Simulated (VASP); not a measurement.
Here is the system:

```
CSi
1.0
    1.52512    -2.64159     0.00000
    1.52512     2.64159     0.00000
    0.00000     0.00000     5.00693
Si C
2 2
Direct
  0.66667   0.33333   0.49963
  0.33333   0.66667   0.99963
  0.66667   0.33333   0.87537
  0.33333   0.66667   0.37537
```

All values below come from TPSS meta-GGA, VASP's PBE PAW potentials (set 64) (plane waves; VASP). Run with 520 eV cut-off, 8×8×5 Γ-centred mesh, Gaussian smearing of 0.050 eV, potentials Si C.

**Question.** Predict the energy per atom (σ→0), pressure.

**Answer.** 
| Item | Value |
|---|---|
| energy per atom (σ→0) | -10.494 eV/atom |
| pressure | 70.8 kbar |

Total energies compare only between runs with the same potentials, cut-off and functional.

The compound is SiC in the wurtzite structure, the rare 2H polytype. This cell is one point of a volume scan, at 0.97 of the reference volume.
